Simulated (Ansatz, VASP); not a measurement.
**ZrC: VASP beside Ansatz**

Aim: how closely do two programs agree when they are given the same cell, functional and k mesh?

Program: Ansatz 0.2.0. Level of theory: plane waves, with VASP 6.6.1 beside it; single point at PBEsol. Results are calculated unless marked as measured.

The database entry behind the starting cell differs from later determinations by our own check (0.1 to 0.3 % short, probably kX units), so it need not match the best structure at ambient conditions.

**1. The structure**

It takes space group Fm-3m (No. 225, cubic). The conventional cell has a = 4.683 Å, b = 4.683 Å, c = 4.683 Å, α = 90.00°, β = 90.00°, γ = 90.00°. Nearest to Zr lie 6 C at 2.34 Å. Nearest to C lie 6 Zr at 2.34 Å. Farther neighbours are not listed.

**2. VASP: single point, PBEsol**

A single point gives forces, pressure and levels at one fixed geometry, so differences don't come from the geometry; what else differs is listed under the comparison.

Lines of VASP's logs that name or quote its potential files are left out, and so is its time.

INCAR

```
SYSTEM = ZrC
PREC = Accurate
ENCUT = 520
EDIFF = 1E-05
NELM = 100
ISMEAR = 0
SIGMA = 0.05
LREAL = .FALSE.
ALGO = Normal
GGA = PS
NBANDS = 14
LORBIT = 11
LWAVE = .FALSE.
LCHARG = .FALSE.
KPAR = 2
```

POSCAR

```
ZrC
1.0
    0.0000000000      2.3414000000      2.3414000000
    2.3414000000      0.0000000000      2.3414000000
    2.3414000000      2.3414000000      0.0000000000
Zr C
1 1
Direct
    0.0000000000      0.0000000000      0.0000000000
    0.5000000000      0.5000000000      0.5000000000
```

KPOINTS

```
Automatic mesh
0
Gamma
8 8 8
0 0 0
```

Potentials, in the order of the species: Zr_sv and C (PBE family, release 64).

The run is started by

```sh
$ mpirun -np 2 vasp_std
```

Numbers of over 12 decimals in the logs are rounded to 6 here.

Output:

```text
[banner, memory and clock lines left out]
running    2 mpi-ranks, on    1 nodes
 distrk:  each k-point on    1 cores,    2 groups
 distr:  one band on    1 cores,    1 groups

 POSCAR found type information on POSCAR ZrC
 POSCAR found :  2 types and       2 ions
|                                                                             |
|               ----> ADVICE to this user running VASP <----                  |
|                                                                             |
|     You enforced a specific xc type in the INCAR file but a different       |
|     [... a line on the potential file left out ...]
|     I HOPE YOU KNOW WHAT YOU ARE DOING!                                     |
|                                                                             |

 LDA part: xc-table for (Slater+PW92), standard interpolation
 POSCAR, INCAR and KPOINTS ok, starting setup
 FFT: planning ... GRIDC
 FFT: planning ... GRID_SOFT
 FFT: planning ... GRID
 WAVECAR not read
 entering main loop
       N       E                     dE             d eps       ncg     rms          rms(c)
DAV:   1     0.994421006085E+02    0.99442E+02   -0.87658E+03   812   0.115E+03
DAV:   2    -0.190783589883E+02   -0.11852E+03   -0.11120E+03  1016   0.300E+02
DAV:   3    -0.236596064878E+02   -0.45812E+01   -0.45394E+01  1132   0.522E+01
DAV:   4    -0.237811532731E+02   -0.12155E+00   -0.12149E+00  1016   0.743E+00
DAV:   5    -0.237883742277E+02   -0.72210E-02   -0.72206E-02  1134   0.106E+00    0.213E+01
DAV:   6    -0.207091351647E+02    0.30792E+01   -0.71064E+00   958   0.233E+01    0.791E+00
DAV:   7    -0.205932128917E+02    0.11592E+00   -0.44340E-01   938   0.572E+00    0.652E+00
DAV:   8    -0.205900745814E+02    0.31383E-02   -0.25915E-01   950   0.401E+00    0.388E+00
DAV:   9    -0.205688365430E+02    0.21238E-01   -0.61562E-02   902   0.177E+00    0.410E-01
DAV:  10    -0.205692793659E+02   -0.44282E-03   -0.19845E-03  1110   0.471E-01    0.451E-01
DAV:  11    -0.205690107255E+02    0.26864E-03   -0.89194E-04   932   0.240E-01    0.496E-02
DAV:  12    -0.205690073934E+02    0.33322E-05   -0.17880E-05   890   0.307E-02
   1 F= -.20569007E+02 E0= -.20568638E+02  d E =-.739073E-03
```

Parts of OUTCAR (step 2):

```text
ion  position               nearest neighbor table
   1  0.000  0.000  0.000-   2 2.34   2 2.34   2 2.34   2 2.34   2 2.34   2 2.34
   2  0.500  0.500  0.500-   1 2.34   1 2.34   1 2.34   1 2.34   1 2.34   1 2.34

  LATTYP: Found a face centered cubic cell.
 ALAT       =     4.6828000000

 Subroutine GETGRP returns: Found 48 space group operations
 (whereof 48 operations were pure point group operations)

The static configuration has the point symmetry O_h .

 Found     29 irreducible k-points:

   k-points           NKPTS =     29   k-points in BZ     NKDIM =     29   number of bands    NBANDS=     14

   dimension x,y,z NGX =    28 NGY =   28 NGZ =   28
   dimension x,y,z NGXF=    56 NGYF=   56 NGZF=   56

   ENCUT  =  520.0 eV  38.22 Ry    6.18 a.u.   6.16  6.16  6.16*2*pi/ulx,y,z

   NELECT =      16.0000    total number of electrons

 k-points in reciprocal lattice and weights: Automatic mesh
   0.00000000  0.00000000  0.00000000       0.002
   0.12500000  0.00000000  0.00000000       0.016
   0.25000000  0.00000000  0.00000000       0.016
   0.37500000  0.00000000  0.00000000       0.016
   0.50000000  0.00000000  0.00000000       0.008
   0.12500000  0.12500000  0.00000000       0.012
   0.25000000  0.12500000  0.00000000       0.047
   0.37500000  0.12500000  0.00000000       0.047
   0.50000000  0.12500000  0.00000000       0.047
[...]
-0.37500000  0.50000000  0.12500000       0.023
  -0.25000000  0.50000000  0.25000000       0.012

 average (electrostatic) potential at core
       1 -72.8599       2 -44.1282

 E-fermi :   9.5579

 k-point     1 :       0.0000    0.0000    0.0000
  band No.  band energies     occupation
      1     -38.3093      2.00000
      2     -16.0427      2.00000
      3     -16.0427      2.00000
      4     -16.0427      2.00000
      5      -1.6962      2.00000
      6      10.5802      0.00000
      7      10.5802      0.00000
      8      10.5802      0.00000
      9      10.6814      0.00000
     10      10.6814      0.00000
    ...

 k-point     2 :       0.1250    0.0000    0.0000
  band No.  band energies     occupation
    ...
      4     -16.0551      2.00000
      5      -1.3378      2.00000
      6       8.8448      2.00000
      7       9.2264      2.00000
      8       9.2264      2.00000
      9      11.1985      0.00000
     10      11.1985      0.00000
     11      11.6811      0.00000
     12      14.0427      0.00000
     13      14.0427      0.00000
    ...

 k-point     3 :       0.2500    0.0000    0.0000
  band No.  band energies     occupation
    ...
      4     -16.0847      2.00000
      5      -0.4000      2.00000
      6       6.8494      2.00000
      7       7.8339      2.00000
      8       7.8339      2.00000
      9      12.1874      0.00000
     10      12.1874      0.00000
     11      12.4145      0.00000
     12      16.5040      0.00000
     13      16.5040      0.00000
    ...

  Total       -0.2677907     -0.2677907     -0.2677907      0.0000000     -0.0000000     -0.0000000
  in kB      -16.7127997    -16.7127997    -16.7127997      0.0000000     -0.0000000     -0.0000000
  external PRESSURE =     -16.7127997 kB  Pullay stress =       0.0000000 kB

  energy-cutoff  :      520.00
  volume of cell :       25.67
      direct lattice vectors                 reciprocal lattice vectors
     0.000000000  2.341400000  2.341400000    -0.213547450  0.213547450  0.213547450
     2.341400000  0.000000000  2.341400000     0.213547450 -0.213547450  0.213547450
     2.341400000  2.341400000  0.000000000     0.213547450  0.213547450 -0.213547450

 POSITION                                       TOTAL-FORCE (eV/Angst)
 -----------------------------------------------------------------------------------
      0.00000      0.00000      0.00000        -0.000000      0.000000     -0.000000
      2.34140      2.34140      2.34140         0.000000     -0.000000      0.000000
 -----------------------------------------------------------------------------------
    total drift:                                0.000000      0.000000      0.000000

  FREE ENERGIE OF THE ION-ELECTRON SYSTEM (eV)
  ---------------------------------------------------
  free  energy   TOTEN  =       -20.5690073934 eV

  energy  without entropy=      -20.5682683205  energy(sigma->0) =      -20.56863786

 total charge
# of ion       s       p       d       tot
------------------------------------------
    1        2.179   6.043   1.654   9.876
    2        0.881   1.468   0.000   2.349
--------------------------------------------------
tot          3.060   7.511   1.654  12.225

[... 3 further parts left out ...]
```

The run ends at a pressure of -1.67 GPa.

**3. Ansatz: single point, PBEsol**

Ansatz runs on its default PAW (the set named soft_2) files.

The same cell, functional, mesh and smearing now go to Ansatz, which takes its cutoff from its data sets.

input.yaml

```yaml
crystal:
  lattice:
    - [0.0, 2.3414, 2.3414]
    - [2.3414, 0.0, 2.3414]
    - [2.3414, 2.3414, 0.0]
  atoms:
    - { symbol: Zr, position: [0.0, 0.0, 0.0] }
    - { symbol: C, position: [0.5, 0.5, 0.5] }
hamiltonian:
  xc: pbesol
  pseudopotentials: { kind: paw }
kpoints:
  mp_grid: { grid: [8, 8, 8] }
scf:
  occupations: { method: gaussian, width: 0.05 }
  n_extra_bands: 4
output:
  forces: true
  stress: true
  eigenvalues: true
  write_density: true
  write_potential: true
  elf: true
  volumetric_format: npy
```

The run is started by

```sh
$ ansatz run input.yaml --threads 2 --pin off --max-ram 4608MiB --backend cpu --events-out ev --progress --plain --runs-dir out
```

Output:

```text
scf.n_extra_bands = 4 over 8 filled bands (N_el = 16.0): the run solves 12 bands
Engine: ansatz 0.2.0, aarch64-unknown-linux-gnu
Pseudopotentials: kind: paw
Pseudopotential: Zr, paw, valence charge 12, recommended cutoff 420 eV (normal), Zr.paw.azcp
Pseudopotential: C, paw, valence charge 4, recommended cutoff 420 eV (normal), C.paw.azcp
Functional definition: PBEsol
  exchange = pbesol_x
  correlation = pbesol_c
Crystal: 2 atoms, lattice volume = 25.672 Å³
Basis set: ecut = 420 eV, 531 PW (Γ), exchange–correlation on 48×48×48 points (8 copies of the dense FFT grid, shifted against one another)
Bands: 12, of which v1, the nominal top of the filled ones, is band 8 counted from 1 (7 counted from 0)
Symmetry: 48 space group operations
Space group: Fm-3m (ITA 225), of the structure as read, at distance tolerance 2.9e-5 Å
k-points: 29 of 512
Non-local potential: Zr, projectors of the file, l = 0: 3, l = 1: 2, l = 2: 2, l = 3: 2
Non-local potential: C, projectors of the file, l = 0: 2, l = 1: 2, l = 2: 1
PAW form: soft (Blöchl's): semilocal exchange-correlation on the pseudo side does not see the compensation charge
PAW frozen core: Zr, regenerated for the run's functional, and the local potential with it (the file was generated under x = pbe(κ = 0.804, μ = 0.219515), c = pbe(β = 0.066725))
PAW frozen core: C, regenerated for the run's functional, and the local potential with it (the file was generated under x = pbe(κ = 0.804, μ = 0.219515), c = pbe(β = 0.066725))
PAW one-centre angular grid: Zr, 590 points (default); XC on 64 Gauss nodes
PAW one-centre angular grid: C, 110 points (default); XC on 64 Gauss nodes
Initial density: superposition of atomic densities (neutral atoms: chi_scale 0, normalization atom), corrected by the library's trained network
Initial wavefunctions: pseudopotential atomic-orbital guess
Functional: x = pbesol(κ = 0.804, μ = 0.123457), c = pbesol(β = 0.046)
SCF iter   1: F=—  HF=-4377.174704 eV  |F-HF|=—  |Δ(HF+E_count)|=         —  Δρ=8.54e-3  dr2=2.36e-2  ethr=1.77e-3  ⟨swp⟩=5.0  Hψ=1748  notcnv=0
preconditioner: auto → none  [insulator: Δε(μ)=0.182 eV  Ē_g=17.984 eV  σ=0.050 eV  W_gap=0.56  n_scr=8 (ndim 8)  ℏωp=27.4 eV  f_vac=0.000  D(μ)=0.69/eV (n_scr^D=0)  ε∞_Penn≈3.3]
SCF iter   2: F=—  HF=-4377.169266 eV  |F-HF|=—  |Δ(HF+E_count)|=   5.44e-3  Δρ=2.53e-3  dr2=2.15e-3  ethr=1.47e-4  ⟨swp⟩=1.6  Hψ=611  notcnv=0
SCF iter   3: F=—  HF=-4377.168834 eV  |F-HF|=—  |Δ(HF+E_count)|=   4.32e-4  Δρ=4.20e-4  dr2=3.14e-5  ethr=1.34e-5  ⟨swp⟩=2.0  Hψ=432  notcnv=0
SCF iter   4: F=—  HF=-4377.168834 eV  |F-HF|=—  |Δ(HF+E_count)|=   2.00e-7  Δρ=9.25e-5  dr2=1.19e-6  ethr=1.96e-7  ⟨swp⟩=2.3  Hψ=454  notcnv=0
iter 5 did not close the SCF: its close was put off for the readings that it lacked (scf_convergence_deferred on its scf_iter line)
SCF iter   5: F=-4377.168834 eV  HF=-4377.168834 eV  |F-HF|=8.26e-10  |Δ(HF+E_count)|=   2.66e-7  Δρ=4.25e-6  dr2=1.34e-9  ethr=7.42e-9  ⟨swp⟩=2.2  Hψ=471  notcnv=0
SCF iter   6: F=-4377.168834 eV  HF=-4377.168834 eV  |F-HF|=2.73e-12  |Δ(HF+E_count)|=   1.88e-9  Δρ=5.98e-7  dr2=2.73e-11  ethr=8.40e-12  ⟨swp⟩=5.0  Hψ=1800  notcnv=0
SCF 1 converged in 6 iterations: F = -4377.168834 eV  dr2 = 2.73e-11
  greatest PAW one-centre occupation: 0.996 electrons in one spin orbital (limit 2), on the Zr atom at site 0 (counted from 0), in its partial waves of l = 0
SCF converged after 6 iterations
Free energy (F): -4377.168834 eV
Harris-Foulkes:  -4377.168834 eV  (|F-HF|=2.73e-12)
Internal energy: -4377.168097 eV  (E = F + TS)
E sigma→0 (E₀):  -4377.168466 eV
Entropy (-TS):   -0.000737 eV (-0.368 meV/atom)
Fermi energy:    14.867592 eV
--- Per-component energies (eV) ---
  E_band       = -46.682785
  E_kinetic    = 422.602645
  E_local      = -589.771300  (includes V_loc(G=0)·N_el)
  E_nonlocal   = 106.134338
  E_hartree    = 176.579335
  E_xc         = -209.937497
  E_vxc        = -252.016223  (∫ρ·V_xc dr)
  E_paw        = -2994.238650  (= ΣΔE_a)
  E_vpaw       = -86.790940  (= ΣTr[D̂ρ^β])
  E_aug_tail   = 0.000032  (compensation charges beyond the density's cutoff)
  E_ewald      = -1288.723819
  E_core_change = 0.186821  (= ΣΔE_core)
  E_smearing   = -0.000737  (= −TS)
  E_closure    = -0.000000  (closes the sum)
  Σ components = -4377.168834   (vs F -4377.168834, Δ=0.00e0)
--- Forces (eV/Å), atoms counted from 1 ---
  atom   1  Zr    -0.00000000     0.00000000     0.00000000
  atom   2  C      0.00000000    -0.00000000    -0.00000000
  max |Σ_I F_I| component: 5.65e-30 eV/Å
--- Stress (GPa, compression-positive) ---
       -2.050963       0.000000      -0.000000
       -0.000000      -2.050963       0.000000
        0.000000       0.000000      -2.050963
  P = ⅓ Tr σ = -2.0510 GPa (-20.510 kbar)
--- Band table (eV; the first three rows and the last of 29) ---
  k-point 0: bands = [... 4 lower, 3.6083, 15.8886, 15.8886, 15.8886, 15.9926, 15.9926, 15.9926, 17.7689]
  k-point 1: bands = [... 4 lower, 3.9673, 14.1550, 14.5352, 14.5352, 16.5089, 16.5089, 16.9910, 19.3482]
  k-point 2: bands = [... 4 lower, 4.9064, 12.1589, 13.1423, 13.1423, 17.4969, 17.4969, 17.7238, 21.8072]
  k-point 28: bands = [... 4 lower, 5.5083, 12.2587, 12.5696, 12.5696, 18.2415, 18.2415, 20.6965, 22.0745]
```

Elapsed: 1.2 s, on 2 threads of Arm Neoverse N1, shared host; peak memory 0.28 GiB; 1.7 s of CPU time.

Reading the cycles: dr2 is the Hartree energy of the density residual (eV), the measure of convergence; HF is the Harris–Foulkes estimate of the energy, which meets the free energy F at convergence.

The run ends at a pressure of -2.05 GPa.

**4. Comparison**

Known differences besides the potentials themselves: the cutoff is 420 eV in Ansatz and 520 eV in VASP; Ansatz makes its cores anew for this functional, VASP keeps those of its PBE data sets; VASP leaves aspherical gradient terms in its spheres out (LASPH is not set), Ansatz keeps them. Total energies have different zeros and are not compared.

Compared:

| quantity | Ansatz | VASP | difference |
| --- | --- | --- | --- |
| pressure (GPa) | -2.05 | -1.67 | -0.38 |
| pressure without Ansatz's Pulay correction (GPa) | -2.25 | -1.67 | -0.58 |

Ansatz's pressure holds a Pulay correction of 0.20 GPa; VASP's holds none.

**5. Outcome**

```
difference in pressure (single point, PBEsol) : -0.38 GPa
```

The difference in pressure is -0.38 GPa (single point, PBEsol), within the 1 GPa picked in this series as the mark of a large difference. How closely two codes agree says nothing of how well the functional describes the real material.

[Lines on the potential files, build, host, timing and source positions are cut from VASP's logs without a mark.]

[Logs are printed without paths, hosts, clocks, repeated set-up lines and the standing remarks that a program may print on its own settings, such as how far it seeks lower states.]

[Hosts, paths, dates, database ids (printed as entryN), source tags and the programs' standing remarks are cut or masked in the printed files.]
